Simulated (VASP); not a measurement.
Wanted: the native input for a VASP 6.6.1 run.

| Property | Result |
| --- | --- |
| Task | single point |
| Functional | PBE |
| Potentials or basis | VASP PAW PBE potentials, release 64 (Ni, Si, Mg) |
| Cutoff | 520 eV |
| k mesh | 6 × 5 × 5 |
| Occupations | fermi-dirac, width 0.05 eV |
| Spin | collinear spin, ferromagnetic start |
| Starting moments | [1.0, 0.0, 0.0, 0.0, 0.0, 0.0, 0.0, 0.0] μB |
| Further INCAR settings | ALGO = Normal; EDIFF = 1e-07; NBANDS = 27 |

The structure of Mg6SiNi lies in POSCAR:

```
Mg6SiNi
1.0
    4.6701100000      0.0000000000      0.0000000000
    0.0000000000      3.0672875000      5.2321035000
    0.0000000000     -3.0672875000      5.2321035000
Ni Si Mg
1 1 6
Direct
    0.0000000000      0.8166250000      0.8166250000
    0.5000000000      0.6783400000      0.6783400000
    0.5000000000      0.1673080000      0.1673080000
    0.5000000000      0.6727330000      0.1441070000
    0.5000000000      0.1441070000      0.6727330000
    0.0000000000      0.3368880000      0.3368880000
    0.0000000000      0.8333260000      0.3506740000
    0.0000000000      0.3506740000      0.8333260000
```

The cell comes from a database or a generator and needn't be the stable form of this composition.

The input as run:

INCAR

```
SYSTEM = Mg6SiNi
ALGO     = Normal         ! electronic algorithm
EDIFF    = 1E-7           ! SCF threshold, eV
ENCUT    = 520            ! plane-wave cutoff, eV
GGA      = PE             ! functional
ISIF     = 2              ! what is computed and relaxed
ISMEAR   = -1             ! smearing method
ISPIN    = 2              ! spin polarisation
LASPH    = .TRUE.         ! aspherical terms in the spheres
LCHARG   = .TRUE.         ! write CHGCAR
LELF     = .TRUE.         ! ELF
LMAXMIX  = 4              ! l up to which the mixer works
LORBIT   = 11             ! projections on sites
LREAL    = .FALSE.        ! projectors in reciprocal space
LVHAR    = .TRUE.       
LWAVE    = .FALSE.        ! write WAVECAR
MAGMOM   = 1 0 0 0 0 0 0 0 ! initial moments
NBANDS   = 27             ! bands
NELM     = 120            ! most SCF steps
PREC     = Accurate       ! precision mode
SIGMA    = 0.05           ! smearing width, eV
```

KPOINTS

```
k-points
0
G
  6 5 5
  0 0 0
```

Potentials or basis: VASP PAW PBE potentials, release 64 (Ni, Si, Mg).

Launch:

```bash
$ cat potpaw_PBE.64/Ni/POTCAR potpaw_PBE.64/Si/POTCAR potpaw_PBE.64/Mg/POTCAR > POTCAR
$ mpirun -np 1 vasp_std > vasp.out
```

Results of the run:

| Property | Result |
| --- | --- |
| Pressure | 0.3 GPa |
| Largest force | 0.044 eV/Å |
| Band gap on the k mesh | none (metal or under the smearing width) |
| Net moment | 0.00 μB per cell |
| Valence electrons inside the program's atomic spheres | Ni 9.04; Si 1.57; Mg 0.40, 0.37, 0.39 |

It took 7.4 min on 1 thread of AMD EPYC 7R43 64-Core Processor (Zen 3), with other jobs on the host, peak memory 0.45 GiB.
